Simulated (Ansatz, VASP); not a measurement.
## Two plane-wave programs on Si2GeC3

```xyz
6
Lattice="3.8015 0.0000 0.0000 -1.9007 3.2922 0.0000 0.0000 0.0000 7.1799" Properties=species:S:1:pos:R:3 pbc="T T T"
Si    0.0000    0.0000    1.5360
Si    0.0000    0.0000    5.6439
Ge    0.0000    0.0000    0.0000
C     0.0000    0.0000    3.5899
C     0.0000    2.1948    0.0000
C     1.9007    1.0974    0.0000
```

Alike in both runs: task single point; functional PBE; k mesh 6 × 6 × 4; occupations gaussian, width 0.1 eV; no spin polarisation.

|  | VASP | Ansatz |
| --- | --- | --- |
| version | VASP 6.6.1 | Ansatz 0.2.0 |
| potentials or method | VASP PAW PBE potentials, release 64 (Si, Ge_d, C) | scalar-relativistic, plane waves, PAW |
| plane-wave cutoff (eV) | 520 | 420 |
| valence electrons in the cell | 34 | 34 |

|  | VASP | Ansatz | Ansatz less VASP |
| --- | --- | --- | --- |
| gap on the k mesh at the Fermi level (eV) | none | none | - |
| rms of the force components (eV/Å) | 16.909 | 16.057 | -0.8523 |

Atom by atom the forces differ by 0.852 eV/Å (rms over components). A gap of «none» marks a metal or a gap that the smearing closes.

Caveats: forces of over 1 eV/Å show positions far from the minimum, so gaps and moduli don't describe the material at rest.
